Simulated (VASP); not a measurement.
Energy against volume of KMgF3 (cubic perovskite). All values below come from optB86b-vdW, VASP's PBE PAW potentials (set 64) (plane waves; VASP). Settings: 520 eV cut-off, 6×6×6 Γ-centred mesh, Gaussian smearing of 0.050 eV, potentials K_sv Mg F.

| V (Å³/atom) | E (eV/atom) |
|---|---|
| 12.007 | -3.11382 |
| 12.390 | -3.12404 |
| 12.774 | -3.12790 |
| 13.157 | -3.12636 |

Problem. Fit these four points and predict the energy of the run at 13.540 Å³/atom.

Solution. A cubic in V^(−2/3), the third-order Birch-Murnaghan form, passes through the four points with V0 = 12.85 Å³/atom and B0 = 73 GPa, and gives -3.1203 eV/atom there. The run gave -3.1202 eV/atom, +0.0 meV/atom from the fit; all five points give B0 = 73 GPa.

The compound is KMgF3 in the cubic perovskite structure. It was relaxed first.
